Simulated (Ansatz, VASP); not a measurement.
# Hf16S (S/Hf(0001)): VASP beside Ansatz, part 2 of 2

One calculation is typed for both programs; each brings its own data sets. How far apart do they land? The cell is taken from a series of runs on this material, whose earlier steps may have relaxed, scaled, displaced or heated it; both programs get it as it stands. Other levels of theory on this material are compared in a session of their own.

VASP 6.6.1 and Ansatz 0.2.0.

So far: The structure; VASP: single point, LDA.

### Step 3. Ansatz: single point, LDA

Level of this step: Ansatz beside VASP: Kohn-Sham DFT, plane waves, LDA (Ansatz).

Ansatz runs on its default PAW (the set named soft_2) files.

The same cell, functional (in two slightly different forms), mesh and smearing now go to Ansatz, which takes its cutoff from its data sets.

Input file input.yaml:

```yaml
crystal:
  lattice:
    - [6.4, 0.0, 0.0]
    - [3.2, 5.5425625842, 0.0]
    - [0.0, 0.0, 27.7227404283]
  atoms:
    - { symbol: Hf, position: [0.3333333333, 0.3333333333, 0.3246432301] }
    - { symbol: Hf, position: [0.0, 0.0, 0.415947335] }
    - { symbol: Hf, position: [0.3316726792, 0.3316726792, 0.5088293713] }
    - { symbol: Hf, position: [-0.0053002053, -0.0053002053, 0.5942710663] }
    - { symbol: Hf, position: [0.3333333333, 0.8333333333, 0.3246432301] }
    - { symbol: Hf, position: [0.0, 0.5, 0.415947335] }
    - { symbol: Hf, position: [0.3316726792, 0.8366546416, 0.5088293713] }
    - { symbol: Hf, position: [-0.0053002053, 0.5106004105, 0.5942710663] }
    - { symbol: Hf, position: [0.8333333333, 0.3333333333, 0.3246432301] }
    - { symbol: Hf, position: [0.5, 0.0, 0.415947335] }
    - { symbol: Hf, position: [0.8366546416, 0.3316726792, 0.5088293713] }
    - { symbol: Hf, position: [0.5106004105, -0.0053002053, 0.5942710663] }
    - { symbol: Hf, position: [0.8333333333, 0.8333333333, 0.3246432301] }
    - { symbol: Hf, position: [0.5, 0.5, 0.415947335] }
    - { symbol: Hf, position: [0.8333333333, 0.8333333333, 0.5069992005] }
    - { symbol: Hf, position: [0.5, 0.5, 0.59175501] }
    - { symbol: S, position: [0.1666666667, 0.1666666667, 0.6533552592] }
kpoints:
  mp_grid: { grid: [6, 6, 1] }
hamiltonian:
  xc: lda
scf:
  occupations: { method: fermi_dirac, width: 0.1 }
  convergence: { dr2_threshold: 1.0e-08 }
efield:
  axis: 3
  dipole_correction: true
  ramp_position: 0.97
  ramp_width: 0.06
output:
  write_potential: true
  write_density: true
  volumetric_format: npy
```

On the command line:

```bash
ansatz run input.yaml --threads 4 --pin off --max-ram 12288MiB --backend cpu --events-out ev --progress --plain --runs-dir out
```

Numbers of over 12 decimals in the logs are rounded to 6 here.

Log:

```text
Engine: ansatz 0.2.0, aarch64-unknown-linux-gnu
Pseudopotentials: kind: paw
Pseudopotential: Hf, paw, valence charge 26, recommended cutoff 420 eV (normal), Hf.paw.azcp
Pseudopotential: S, paw, valence charge 6, recommended cutoff 420 eV (normal), S.paw.azcp
Functional definition: SPW92
  exchange = slater_x
  correlation = pw_c
Crystal: 17 atoms, lattice volume = 983.392 Å³
Basis set: ecut = 420 eV, 19269 PW (Γ)
Bands: 254, of which v1, the nominal top of the filled ones, is band 211 counted from 1 (210 counted from 0)
Symmetry: 6 space group operations
Space group: P3m1 (ITA 156), of the structure as read, at distance tolerance 9.9e-5 Å
k-points: 7 of 36 (time reversal used)
Non-local potential: Hf, projectors of the file, l = 0: 3, l = 1: 2, l = 2: 2, l = 3: 3
Non-local potential: S, projectors of the file, l = 0: 2, l = 1: 2, l = 2: 2
PAW form: soft (Blöchl's): semilocal exchange-correlation on the pseudo side does not see the compensation charge
PAW frozen core: Hf, regenerated for the run's functional, and the local potential with it (the file was generated under x = pbe(κ = 0.804, μ = 0.219515), c = pbe(β = 0.066725))
PAW frozen core: S, regenerated for the run's functional, and the local potential with it (the file was generated under x = pbe(κ = 0.804, μ = 0.219515), c = pbe(β = 0.066725))
PAW one-centre angular grid: Hf, 590 points (default); XC on 64 Gauss nodes
PAW one-centre angular grid: S, 110 points (default); XC on 64 Gauss nodes
Initial density: superposition of atomic densities (neutral atoms: chi_scale 0, normalization atom), corrected by the library's trained network
Initial wavefunctions: pseudopotential atomic-orbital guess
Functional: x = slater, c = lda
SCF iter   1: F=—  HF=-248494.146152 eV  |F-HF|=—  |Δ(HF+E_count)|=         —  Δρ=8.53e-3  dr2=1.81e1  ethr=1.77e-3  p=-0.043 e·Å  D=-7.98e-3 V/Å  ΔV_dip=0.22 eV  dr2_dipole=2.65e0  V_vac-E_F(+/−)=5.09/4.87 eV  ⟨swp⟩=6.3  Hψ=6553  notcnv=0  defer=19
efield: sawtooth ramp at fractional position 0.9700 (set: `efield.ramp_position`, or a place that a band, a saddle search or an elastic batch's reference lends), width 0.0600; the density the first Hamiltonian is built on has a dipole p = -0.043 e·Å; the dipole correction subtracts the counter field D = -7.98e-3 V/Å, which shifts the + side's vacuum level by +0.22 eV against the − side's; the planar-averaged density in the ramp window peaks in size at 2.8e-5 e/Å³
preconditioner: auto → LDOS  [metal: Δε(μ)=0.013 eV  Ē_g=16.895 eV  σ=0.100 eV  W_gap=0.03  n_scr=242 (ndim 8)  ℏωp=23.4 eV  f_vac=0.579  D(μ)=21.84/eV (n_scr^D=124)  β→1.0]
SCF iter   2: F=—  HF=-248493.756931 eV  |F-HF|=—  |Δ(HF+E_count)|=   3.89e-1  Δρ=3.23e-3  dr2=6.68e-1  ethr=1.77e-3  p=-0.037 e·Å  D=-6.84e-3 V/Å  ΔV_dip=0.19 eV  dr2_dipole=3.21e-2  V_vac-E_F(+/−)=4.69/4.50 eV  ⟨swp⟩=2.6  Hψ=2245  notcnv=0  defer=53
SCF iter   3: F=—  HF=-248493.720033 eV  |F-HF|=—  |Δ(HF+E_count)|=   3.69e-2  Δρ=1.28e-3  dr2=9.08e-2  ethr=1.58e-4  p=-0.049 e·Å  D=-9.08e-3 V/Å  ΔV_dip=0.25 eV  dr2_dipole=8.31e-3  V_vac-E_F(+/−)=4.85/4.59 eV  ⟨swp⟩=2.0  Hψ=3098  notcnv=0  defer=53
SCF iter   4: F=—  HF=-248493.711038 eV  |F-HF|=—  |Δ(HF+E_count)|=   8.99e-3  Δρ=3.25e-4  dr2=4.01e-3  ethr=2.15e-5  p=-0.045 e·Å  D=-8.34e-3 V/Å  ΔV_dip=0.23 eV  dr2_dipole=3.30e-4  V_vac-E_F(+/−)=4.80/4.57 eV  ⟨swp⟩=2.0  Hψ=2845  notcnv=0  defer=53
SCF iter   5: F=—  HF=-248493.710734 eV  |F-HF|=—  |Δ(HF+E_count)|=   3.04e-4  Δρ=1.19e-4  dr2=2.56e-4  ethr=9.51e-7  p=-0.045 e·Å  D=-8.27e-3 V/Å  ΔV_dip=0.23 eV  dr2_dipole=7.15e-6  V_vac-E_F(+/−)=4.79/4.56 eV  ⟨swp⟩=2.0  Hψ=2813  notcnv=0  defer=53
SCF iter   6: F=—  HF=-248493.710734 eV  |F-HF|=—  |Δ(HF+E_count)|=   4.44e-7  Δρ=4.63e-5  dr2=4.96e-5  ethr=6.07e-8  p=-0.045 e·Å  D=-8.21e-3 V/Å  ΔV_dip=0.23 eV  dr2_dipole=4.38e-6  V_vac-E_F(+/−)=4.79/4.56 eV  ⟨swp⟩=2.0  Hψ=3046  notcnv=0  defer=53
SCF iter   7: F=—  HF=-248493.710735 eV  |F-HF|=—  |Δ(HF+E_count)|=   1.55e-6  Δρ=1.56e-5  dr2=5.89e-6  ethr=1.17e-8  p=-0.044 e·Å  D=-8.14e-3 V/Å  ΔV_dip=0.23 eV  dr2_dipole=6.94e-9  V_vac-E_F(+/−)=4.78/4.56 eV  ⟨swp⟩=2.0  Hψ=2972  notcnv=0  defer=53
SCF iter   8: F=—  HF=-248493.710740 eV  |F-HF|=—  |Δ(HF+E_count)|=   4.84e-6  Δρ=6.43e-6  dr2=1.62e-6  ethr=1.39e-9  p=-0.044 e·Å  D=-8.10e-3 V/Å  ΔV_dip=0.22 eV  dr2_dipole=5.09e-7  V_vac-E_F(+/−)=4.78/4.56 eV  ⟨swp⟩=2.3  Hψ=3284  notcnv=0  defer=53
SCF iter   9: F=—  HF=-248493.710740 eV  |F-HF|=—  |Δ(HF+E_count)|=   6.85e-8  Δρ=2.47e-6  dr2=1.41e-7  ethr=3.84e-10  p=-0.044 e·Å  D=-8.09e-3 V/Å  ΔV_dip=0.22 eV  dr2_dipole=2.42e-8  V_vac-E_F(+/−)=4.78/4.56 eV  ⟨swp⟩=2.0  Hψ=3014  notcnv=0  defer=53
SCF iter  10: F=—  HF=-248493.710740 eV  |F-HF|=—  |Δ(HF+E_count)|=   4.30e-8  Δρ=1.22e-6  dr2=2.50e-8  ethr=3.33e-11  p=-0.044 e·Å  D=-8.09e-3 V/Å  ΔV_dip=0.22 eV  dr2_dipole=2.94e-10  V_vac-E_F(+/−)=4.78/4.56 eV  ⟨swp⟩=2.4  Hψ=3172  notcnv=0  defer=53
[...]
k-point 1: bands = [... 207 lower, 4.5520, 4.5905, 4.6707, 4.7921, 4.8070, 4.9539, 5.0262, 5.1673, ... 39 higher]
  k-point 2: bands = [... 207 lower, 4.3072, 4.3741, 4.4025, 4.4395, 4.5043, 4.5289, 4.6647, 4.7823, ... 39 higher]
  k-point 6: bands = [... 207 lower, 3.8286, 3.9107, 4.0230, 4.0417, 4.0575, 4.1036, 4.3633, 4.4395, ... 39 higher]
```

### Step 4. Comparison

Known differences besides the potentials themselves: the data sets hold 422 valence electrons in Ansatz (on its default PAW (the set named soft_2) files) and 166 in VASP; the cutoff is 420 eV in Ansatz and 400 eV in VASP; VASP's log shows a relativistic correction to its local exchange, Ansatz's none. Total energies have different zeros and are not compared.

Compared:

```csv
quantity,Ansatz,VASP,difference
"work function, lower of the two faces (eV)",4.56,4.55,0.00
"work function, higher of the two faces (eV)",4.78,4.77,+0.01
```

With vacuum in the cell, a pressure given here is an average over mostly empty space and none of the material.

### Step 5. Summary of results

* difference in work function, higher of the two faces (single point, LDA): 0.0074 eV

The difference in work function, higher of the two faces is 0.0074 eV (single point, LDA). The data sets hold unlike numbers of valence electrons (422 in Ansatz and 166 in VASP), so part of the differences comes from the potentials. 4 further runs of this series are not shown here. How closely two codes agree says nothing of how well the functional describes the real material.

[Lines on the potential files, build, host, timing and source positions are cut from VASP's logs without a mark.]

[Logs are printed without paths, hosts, clocks, repeated set-up lines and the standing remarks that a program may print on its own settings, such as how far it seeks lower states.]

[Hosts, paths, dates, database ids (printed as entryN), source tags and the programs' standing remarks are cut or masked in the printed files.]
